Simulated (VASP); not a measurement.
VASP input:

KPOINTS:
```
Automatic mesh
0
Gamma
9 9 4
0 0 0
```

INCAR:
```
SYSTEM = InSb
PREC = Accurate
ENCUT = 500
EDIFF = 1E-6
NELM = 100
ALGO = Normal
LREAL = .FALSE.
LASPH = .TRUE.
ISMEAR = 1
SIGMA = 0.1
GGA = PS
LMAXMIX = 4
LWAVE = .FALSE.
LCHARG = .FALSE.
IBRION = 2
ISIF = 3
NSW = 40
EDIFFG = -0.02
PSTRESS = 50
```

**POSCAR**
```
InSb
1.0
  4.0376707344   0.0000000000   0.0000000000
 -2.0188353671   3.4967253433   0.0000000000
  0.0000000000   0.0000000000   7.2860690751
In Sb
2 2
Cart
  0.0000000000   0.0000000000   7.2860690751
  0.0000000000   0.0000000000   3.6430345376
 -0.0000020188   2.3311513944   1.8215172688
  2.0188373861   1.1655739489   5.4645518063
```

POTCAR, in this order: In_d Sb (PBE.64 set). Program: vasp_std.

**Question.** Translate this PBEsol calculation to Quantum ESPRESSO's pw.x.

**Answer.** One equivalent input (not run):
```
&CONTROL
  calculation = 'vc-relax'
  pseudo_dir = './pseudo'
  outdir = './out'
  tprnfor = .true.
  tstress = .true.
  nstep = 40
  forc_conv_thr = 0.00078
/
&SYSTEM
  ibrav = 0
  nat = 4
  ntyp = 2
  ecutwfc = 80
  occupations = 'smearing'
  smearing = 'methfessel-paxton'
  degauss = 0.00735
  input_dft = 'pbesol'
/
&ELECTRONS
  conv_thr = 7.3e-08
  electron_maxstep = 100
/
&IONS
/
&CELL
  press = 50
/
ATOMIC_SPECIES
  In 114.818 In.upf
  Sb 121.760 Sb.upf
CELL_PARAMETERS angstrom
     4.0376707    0.0000000    0.0000000
    -2.0188354    3.4967253   -0.0000000
    -0.0000000    0.0000000    7.2860691
ATOMIC_POSITIONS crystal
  In   0.0000000  0.0000000  1.0000000
  In   0.0000000  0.0000000  0.5000000
  Sb   0.3333330  0.6666670  0.2500000
  Sb   0.6666670  0.3333330  0.7500000
K_POINTS automatic
  9 9 4 0 0 0
```
Limits of the translation: the potentials are each code's own (VASP's PAW set, PseudoDojo norm-conserving files in pw.x), so ENCUT and ecutwfc are chosen apart and not converted; conv_thr bounds pw.x's estimated SCF error, while EDIFF bounds the energy change between steps; forc_conv_thr acts on force components and is met together with etot_conv_thr.

The structure was generated: InSb was put into the NiAs type type (P6_3/mmc), which need not be its known phase. It was relaxed first under an external pressure of 5 GPa.
